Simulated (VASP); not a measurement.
Data:

```
CELL_PARAMETERS angstrom
      1.45713    -2.52383     0.00000
      1.45713     2.52383     0.00000
      0.00000     0.00000     5.39538
ATOMIC_POSITIONS crystal
  Cd 0.33333 0.66667 0.25000
  Cd 0.66667 0.33333 0.75000
```

Computed with LDA (Ceperley-Alder, Perdew-Zunger), VASP's LDA PAW potentials (set 64) (plane waves; VASP 6.6.1). Settings: 400 eV cut-off, 13×13×6 Γ-centred mesh, first-order Methfessel-Paxton smearing of 0.10 eV, potentials Cd.

Question: Predict the energy per atom (σ→0), band gap (on the k-mesh) with the smallest direct gap where there is one.

Answer: 
The band gap (on the k-mesh) is none (metal, semimetal or under 0.01 eV) and the energy per atom (σ→0) is -1.525 eV/atom.

Only differences to runs with the same potentials and settings are physical.

The compound is Cd in the hcp structure. It was relaxed first, which changed the volume by -8 %. The start is the result of an earlier pass.
